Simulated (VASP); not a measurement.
An input for Ansatz (written as the equivalent of a VASP run, and not itself run):

Ansatz 0.2 input:
```yaml
crystal:
  lattice:
    - [1.3700000, -2.3729100, 0.0000000]
    - [1.3700000, 2.3729100, 0.0000000]
    - [0.0000000, 0.0000000, 4.3900000]
  atoms:
    - { symbol: Tc, position: [0.3333330, 0.6666670, 0.2500000] }
    - { symbol: Tc, position: [0.6666670, 0.3333330, 0.7500000] }
kpoints:
  mp_grid: { grid: [14, 14, 8] }
hamiltonian:
  xc: pbe
  dispersion: d3bj
  pseudopotentials: { kind: paw }
scf:
  occupations: { method: methfessel_paxton, width: 0.1 }
  max_iter: 100
relax:
  max_steps: 60
  f_tol: 0.01
  cell: {}
output: { forces: true, stress: true, eigenvalues: true }
```

Task: Write the VASP files for the same calculation (PBE-D3(BJ)).

Result: This is not unique; one that fits is 
File KPOINTS:
```
Automatic
0
Gamma
14 14 8
```

POSCAR:
```
Tc
1
    1.3700000000    -2.3729100000     0.0000000000
    1.3700000000     2.3729100000     0.0000000000
    0.0000000000     0.0000000000     4.3900000000
Tc
2
Direct
  0.3333330000   0.6666670000   0.2500000000
  0.6666670000   0.3333330000   0.7500000000
```

**INCAR**
```
SYSTEM = Tc
PREC = Accurate
ENCUT = 520
EDIFF = 1E-6
NELM = 100
ALGO = Normal
LREAL = .FALSE.
LASPH = .TRUE.
ISMEAR = 1
SIGMA = 0.1
GGA = PE
IVDW = 12
LMAXMIX = 4
LWAVE = .FALSE.
LCHARG = .FALSE.
IBRION = 2
ISIF = 3
NSW = 60
EDIFFG = -0.01
```

POTCAR, in this order: Tc_pv (PBE.64 set). Program: vasp_std.

The two are equivalent in intent, not identical: each code has its own PAW files, so the cut-off isn't converted (ENCUT is set for VASP's; basis.ecutwfc is left out, and Ansatz then takes the one that its files recommend); Ansatz stops its SCF on the density residual and VASP on the energy change (EDIFF).

The compound is Tc in the hcp structure. This run relaxes it. Symmetry was kept, so distortions that lower it aren't found.
